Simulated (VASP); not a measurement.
**GaGe3: single point with PBEsol**

The system is GaGe3.

```
Ge Ga
1.0
     4.27847    0.00000    0.00000
     0.00000    4.27847    0.00000
     0.00000    0.00000    4.27847
Ge Ga
3 1
Direct
  0.50060 0.49937 0.99202
  0.51509 0.99312 0.49466
  0.01245 0.49265 0.49997
  0.00368 0.00652 0.00590
```

The cell comes from a database or a generator and needn't be the stable form of this composition.

The cell isn't the ideal one: atoms moved at random, drawn with an rms of 0.05 Å.

```
Program                : VASP 6.6.1
Task                   : single point
Functional             : PBEsol
Potentials or basis    : VASP PAW PBE potentials, release 64 (Ge_d, Ga_d)
Cutoff                 : 520 eV
k mesh                 : 6 × 6 × 6
Occupations            : fermi-dirac, width 0.05 eV
Spin                   : no spin polarisation
Ladder                 : free
Further INCAR settings : ALGO = Normal; EDIFF = 1e-07; NBANDS = 36
```

The pressure is -3.4 GPa. The largest force is 0.109 eV/Å. The band gap on the k mesh is none (metal or under the smearing width).

Forces on the atoms (eV/Å):
```
Ge  -0.070  0.078 -0.032
Ge   0.043 -0.041  0.014
Ge   0.017  0.024  0.057
Ga   0.010 -0.061 -0.039
```

Stress tensor (GPa, compression positive):
```
-3.38  0.02 -0.03
 0.02 -3.43  0.01
-0.03  0.01 -3.34
```

Levels at points of the mesh, in eV from the Fermi level:
```csv
k point,band 24,band 25,band 26,band 27,band 28,band 29,band 30,band 31,band 32,band 33
"(0.00, 0.00, 0.00)",-3.82,-3.77,-3.76,-3.28,2.59,2.61,2.61,3.52,3.53,3.54
"(0.50, 0.00, 0.00)",-3.33,-1.92,-1.91,-1.33,-1.32,-0.03,0.22,4.39,4.52,4.66
"(0.00, 0.50, 0.00)",-3.33,-1.93,-1.92,-1.33,-1.31,-0.03,0.21,4.38,4.53,4.66
"(0.00, 0.00, 0.50)",-3.34,-1.93,-1.92,-1.34,-1.31,0.00,0.23,4.38,4.47,4.66
"(0.50, 0.50, 0.00)",-7.12,-0.75,-0.18,-0.18,-0.03,0.24,0.30,0.67,1.62,6.16
"(0.00, 0.50, 0.50)",-7.13,-0.74,-0.20,-0.19,0.02,0.24,0.29,0.68,1.60,6.17
"(0.50, 0.00, 0.50)",-7.13,-0.74,-0.19,-0.17,0.04,0.24,0.25,0.66,1.61,6.18
"(0.50, 0.50, 0.50)",-5.36,-5.28,-4.88,-4.88,-4.81,6.60,6.61,6.67,6.68,6.68
```

Wall time 72 s on 1 thread of Intel(R) Xeon(R) 6975P-C (Granite Rapids), on a shared host, peak memory 0.36 GiB.

Caveat: the PAW data sets were made with another functional, which shifts forces and pressure a little.
